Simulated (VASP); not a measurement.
Energy against volume of BaF2 (fluorite). The numbers are results of PBE GGA with D3 dispersion (Becke-Johnson damping), VASP's PBE PAW potentials (set 64) (plane waves; VASP 6.6.1), not measurements. Numerical set-up: 520 eV cut-off, 6×6×6 Γ-centred mesh, Gaussian smearing of 0.050 eV, potentials Ba_sv F.

```
V (Å³/atom)  E (eV/atom)
-----------  -----------
19.714          -5.83509
20.324          -5.83894
20.934          -5.83632
21.544          -5.82829
```

Task: Fit these four points and predict the energy of the run at 19.105 Å³/atom.

Result: A cubic in V^(−2/3), the third-order Birch-Murnaghan form, passes through the four points with V0 = 20.36 Å³/atom and B0 = 56 GPa, and gives -5.8235 eV/atom there. The run gave -5.8236 eV/atom, -0.0 meV/atom from the fit; all five points give B0 = 56 GPa.

The compound is BaF2 in the fluorite structure. It was relaxed first.
